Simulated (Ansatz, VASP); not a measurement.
# LiSiP in two plane-wave programs, part 2 of 2

One calculation is typed for both programs; each brings its own data sets and cutoff. How far apart do they land? The cell is generated by rule, not measured, and may not be a known phase. The cell is taken from a series of VASP runs on this material, whose earlier steps may have relaxed, scaled or displaced it; both programs get it as it stands.

VASP 6.6.1 and Ansatz 0.2.0.

So far. Step 2 (VASP: single point, PBE): The run ends at a pressure of -0.01 GPa. Step 3 (Ansatz: single point, PBE): The run ends at a pressure of 0.07 GPa.

## (5) VASP: single point, r2SCAN with D4

Level of this step: r2SCAN with D4; plane waves and PAW (Li_sv, Si, P); invented cell (VASP).

With cell and atoms fixed, the geometry can't cause a difference; cores, projectors, grids and the points listed under the comparison can.

File run.py:

```python
import numpy as np
from ase.calculators.vasp import Vasp
from ase.io import read
from ase.dft.bandgap import bandgap

atoms = read('LiSiP.cif')

calc = Vasp(
    xc='r2scan',
    pp='PBE',
    prec='Accurate',
    encut=650,
    ediff=1e-06,
    nelm=100,
    ismear=0,
    sigma=0.1,
    lreal=False,
    algo='Normal',
    ivdw=13,
    vdw_s6=1.0,
    vdw_s8=0.6018749,
    vdw_a1=0.51559235,
    vdw_a2=5.77342911,
    lasph=True,
    lorbit=11,
    lwave=False,
    lcharg=False,
    isif=2,
    pp_version='64',
    setups={'Li': '_sv', 'Si': '', 'P': ''},
    kpts=(5, 5, 5),
    gamma=True,
    txt='vasp.out',
)
atoms.calc = calc

print("energy (eV):", round(atoms.get_potential_energy(), 6))
print("Fermi level (eV):", round(calc.get_fermi_level(), 4))
print("forces (eV/A):")
print(np.round(atoms.get_forces(), 4))
print("stress (GPa, Voigt, tension positive):", np.round(atoms.get_stress() * 160.21766, 3))
gap, p1, p2 = bandgap(calc, direct=False)
print("gap on the mesh (eV):", round(gap, 4))
```

File LiSiP.cif:

```cif
data_LiSiP
_cell_length_a 4.80734261
_cell_length_b 4.81982894
_cell_length_c 4.99771742
_cell_angle_alpha 90.00000000
_cell_angle_beta 90.00000000
_cell_angle_gamma 90.00000000
_space_group_name_H-M_alt 'Cmmm'
_space_group_name_Hall '-C 2 2'
_space_group_IT_number 65
loop_
_space_group_symop_operation_xyz
'x,y,z'
'-x,-y,-z'
'-x,-y,z'
'x,y,-z'
'x,-y,-z'
'-x,y,z'
'-x,y,-z'
'x,-y,z'
'x+1/2,y+1/2,z'
'-x+1/2,-y+1/2,-z'
'-x+1/2,-y+1/2,z'
'x+1/2,y+1/2,-z'
'x+1/2,-y+1/2,-z'
'-x+1/2,y+1/2,z'
'-x+1/2,y+1/2,-z'
'x+1/2,-y+1/2,z'
loop_
_atom_site_label
_atom_site_type_symbol
_atom_site_symmetry_multiplicity
_atom_site_Wyckoff_symbol
_atom_site_fract_x
_atom_site_fract_y
_atom_site_fract_z
_atom_site_occupancy
Li1 Li 2 c 0.5000000000 0.0000000000 0.5000000000 1
Si1 Si 2 b 0.5000000000 0.0000000000 0.0000000000 1
P1 P 2 a 0.0000000000 0.0000000000 0.0000000000 1
```

PAW data sets: Li_sv, Si and P (PBE family, release 64).

The run is started by

```
export ASE_VASP_COMMAND="mpirun -np 1 vasp_std"
python run.py
```

Numbers of over 12 decimals in the logs are rounded to 6 here.

Log:

```text
energy (eV): -39.795249
Fermi level (eV): 4.6352
forces (eV/A):
[[-0. -0. -0.]
 [-0. -0. -0.]
 [-0.  0.  0.]
 [-0. -0.  0.]
 [ 0. -0.  0.]
 [ 0. -0.  0.]]
stress (GPa, Voigt, tension positive): [ 3.235  3.793  0.459 -0.    -0.    -0.   ]
gap on the mesh (eV): 0.0
```

The INCAR that ASE wrote:

```
ENCUT = 650.000000
SIGMA = 0.100000
VDW_S6 = 1.000000
VDW_S8 = 0.601875
VDW_A1 = 0.515592
VDW_A2 = 5.773429
EDIFF = 1.00e-06
ALGO = Normal
METAGGA = R2SCAN
PREC = Accurate
ISIF = 2
ISMEAR = 0
LORBIT = 11
NELM = 100
IVDW = 13
LASPH = .TRUE.
LCHARG = .FALSE.
LWAVE = .FALSE.
LREAL = .FALSE.
```

Parts of OUTCAR (step 5):

```text
  Edisp (eV):   -0.45263

  Total      -2.33803    -2.74174    -0.33194     0.00000     0.00000     0.00000
  in kB     -32.34829   -37.93396    -4.59270     0.00000     0.00000     0.00000
  external pressure =      -24.96 kB  Pullay stress =        0.00 kB

 POSITION                                       TOTAL-FORCE (eV/Angst)
 -----------------------------------------------------------------------------------
      2.40367      0.00000      2.49886        -0.000000     -0.000000     -0.000000
      0.00000      2.40991      2.49886        -0.000000     -0.000000     -0.000000
      2.40367      0.00000      0.00000        -0.000000      0.000000      0.000000
      0.00000      2.40991      0.00000        -0.000000     -0.000000      0.000000
      0.00000      0.00000      0.00000         0.000000     -0.000000      0.000000
      2.40367      2.40991      0.00000         0.000000     -0.000000      0.000000
 -----------------------------------------------------------------------------------
    total drift:                                0.000000     -0.000000     -0.000000

  FREE ENERGIE OF THE ION-ELECTRON SYSTEM (eV)
  ---------------------------------------------------
  free  energy   TOTEN  =       -39.8018086798 eV

  energy  without entropy=      -39.7886897302  energy(sigma->0) =      -39.79524920

[... 3 further parts left out ...]
[key lines of the parts left out:]
E-fermi :   4.6352
```

At this level the cell is under a tension of 2.5 GPa, so at these settings it is away from equilibrium.

## (6) Ansatz: single point, r2SCAN with D4

The same cell, functional, mesh and smearing now go to Ansatz, which takes its cutoff from its data sets.

File input.yaml:

```yaml
crystal:
  lattice:
    - [4.80734261, 0.0, 0.0]
    - [0.0, 4.81982894, 0.0]
    - [0.0, 0.0, 4.99771742]
  atoms:
    - { symbol: Li, position: [0.5, 0.0, 0.5] }
    - { symbol: Li, position: [0.0, 0.5, 0.5] }
    - { symbol: Si, position: [0.5, 0.0, 0.0] }
    - { symbol: Si, position: [0.0, 0.5, 0.0] }
    - { symbol: P, position: [0.0, 0.0, 0.0] }
    - { symbol: P, position: [0.5, 0.5, 0.0] }
hamiltonian:
  xc: r2scan
  pseudopotentials: { kind: paw }
  dispersion: d4
kpoints:
  mp_grid: { grid: [5, 5, 5] }
scf:
  occupations: { method: gaussian, width: 0.1 }
  n_extra_bands: 5
output:
  forces: true
  stress: true
  eigenvalues: true
  write_density: true
  write_potential: true
  elf: true
  volumetric_format: npy
```

The run is started by

```
ansatz run input.yaml --threads 4 --pin off --max-ram 9216MiB --backend cpu --events-out ev --progress --plain --runs-dir out
```

Log:

```text
[...]
Crystal: 6 atoms, lattice volume = 115.800 Å³
Basis set: ecut = 500 eV, 2963 PW (Γ), exchange–correlation on 144×144×160 points (64 copies of the dense FFT grid, shifted against one another)
Bands: 17, of which v1, the nominal top of the filled ones, is band 12 counted from 1 (11 counted from 0)
Symmetry: 16 space group operations
[...]
k-points: 27 of 125
[...]
k-point 0: bands = [... 8 lower, 2.4114, 2.4583, 3.6763, 4.5606, 5.1074, 5.5446, 8.2006, 8.9982, ... 1 higher]
  k-point 1: bands = [... 8 lower, 2.4296, 2.4767, 3.6847, 4.3387, 5.1776, 6.3727, 7.8669, 7.8854, ... 1 higher]
  k-point 2: bands = [... 8 lower, 2.4597, 2.5070, 3.6673, 4.0240, 5.2923, 6.9984, 7.0181, 8.3155, ... 1 higher]
  k-point 26: bands = [... 8 lower, 3.2921, 3.5707, 4.0630, 4.1141, 5.2322, 7.3071, 7.3849, 9.2485, ... 1 higher]
[key lines of the parts left out:]
SCF converged after 7 iterations
Free energy (F): -3206.267241 eV
Fermi energy:    5.243670 eV
P = ⅓ Tr σ = -2.3090 GPa (-23.090 kbar)
```

Run time: 5 s. Hardware: 4 threads of AMD EPYC 7R43, shared host; peak memory 0.68 GiB; 17 s of CPU time.

The run ends at a pressure of -2.31 GPa.

## (7) Comparison

What differs besides the data sets and the points named for the pairs above, as far as they apply: VASP keeps PBE cores, Ansatz makes them for the functional; the cutoff is 500 eV in Ansatz and 650 eV in VASP. Total energies have different zeros and are not compared.

Compared:

```csv
quantity,Ansatz,VASP,difference
pressure (GPa),-2.31,-2.50,+0.19
```

## (8) Summary of results

| Item | Value |
| --- | --- |
| difference in pressure (single point, PBE) | 0.086 GPa |
| difference in pressure (single point, r2SCAN with D4) | 0.19 GPa |

What this shows: The difference in pressure is 0.19 GPa (single point, r2SCAN with D4), within the 1 GPa picked in this series as the mark of a large difference. Such differences can come from data sets, numerical settings and the points named under the comparisons, not from the functional's error against experiment.

[Lines on the potential files, build, host, timing and source positions are cut from VASP's logs without a mark.]

[Logs are printed without paths, hosts, clocks, repeated set-up lines and the standing remarks that a program may print on its own settings, such as how far it seeks lower states.]

[Hosts, paths, dates, database ids (printed as entryN), source tags and the programs' standing remarks are cut or masked in the printed files.]
